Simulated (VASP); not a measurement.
A convergence study with VASP on BAs (zinc blende): one setting is varied, all else stays as given below, so the limit is that of these other settings.

```
CELL_PARAMETERS angstrom
      0.00000     2.39000     2.39000
      2.39000     0.00000     2.39000
      2.39000     2.39000     0.00000
ATOMIC_POSITIONS crystal
  B  0.00000 0.00000 0.00000
  As 0.25000 0.25000 0.25000
```

These are PBE GGA, VASP's PBE PAW potentials (set 64) (plane waves; VASP) values and carry that method's errors. The tightest run used: 700 eV cut-off, 19×19×19 Γ-centred mesh, tetrahedra with Blöchl corrections, potentials B As.

The reference is 19×19×19 mesh, which took about 60 core-seconds. Costs are core time on shared hosts, one run each; read them as rough ratios.

Q: Of the settings 3×3×3 mesh; 4×4×4 mesh; 5×5×5 mesh; 6×6×6 mesh; 7×7×7 mesh; 8×8×8 mesh; 9×9×9 mesh; 10×10×10 mesh; 11×11×11 mesh; 12×12×12 mesh; 13×13×13 mesh; 14×14×14 mesh; 15×15×15 mesh; 16×16×16 mesh; 17×17×17 mesh; 18×18×18 mesh; 19×19×19 mesh, which is the lowest that keeps the difference from the reference in the stress, largest component (GPa) within 0.5 from there on, and what does it cost?

A: 5×5×5 mesh; its cost over the reference is about 1/5.
```json
[
 {"setting": "3×3×3 mesh", "difference in the stress, largest component (GPa)": "2.37", "cost over the reference": "about 1/6"},
 {"setting": "4×4×4 mesh", "difference in the stress, largest component (GPa)": "0.60", "cost over the reference": "about 1/6"},
 {"setting": "5×5×5 mesh", "difference in the stress, largest component (GPa)": "0.16", "cost over the reference": "about 1/5"},
 {"setting": "6×6×6 mesh", "difference in the stress, largest component (GPa)": "0.04", "cost over the reference": "about 1/5"},
 {"setting": "7×7×7 mesh", "difference in the stress, largest component (GPa)": "0.01", "cost over the reference": "about 1/4"},
 {"setting": "8×8×8 mesh", "difference in the stress, largest component (GPa)": "0.00", "cost over the reference": "about 1/4"},
 {"setting": "9×9×9 mesh", "difference in the stress, largest component (GPa)": "0.00", "cost over the reference": "about 1/4"},
 {"setting": "10×10×10 mesh", "difference in the stress, largest component (GPa)": "0.00", "cost over the reference": "about 1/3"},
 {"setting": "11×11×11 mesh", "difference in the stress, largest component (GPa)": "0.00", "cost over the reference": "about 1/3"},
 {"setting": "12×12×12 mesh", "difference in the stress, largest component (GPa)": "0.00", "cost over the reference": "about 1/2"},
 {"setting": "13×13×13 mesh", "difference in the stress, largest component (GPa)": "0.00", "cost over the reference": "about 1/2"},
 {"setting": "14×14×14 mesh", "difference in the stress, largest component (GPa)": "0.00", "cost over the reference": "within a factor of 2"},
 {"setting": "15×15×15 mesh", "difference in the stress, largest component (GPa)": "0.00", "cost over the reference": "within a factor of 2"},
 {"setting": "16×16×16 mesh", "difference in the stress, largest component (GPa)": "0.00", "cost over the reference": "within a factor of 2"},
 {"setting": "17×17×17 mesh", "difference in the stress, largest component (GPa)": "0.00", "cost over the reference": "within a factor of 2"},
 {"setting": "18×18×18 mesh", "difference in the stress, largest component (GPa)": "0.00", "cost over the reference": "within a factor of 2"},
 {"setting": "19×19×19 mesh", "difference in the stress, largest component (GPa)": "0.00", "cost over the reference": "reference"}
]
```

Left out are rungs that failed or repeat a setting and relaxations that didn't move; long series are thinned to 24 rows.

The compound is BAs in the zinc blende structure. The cell was not relaxed at this level.
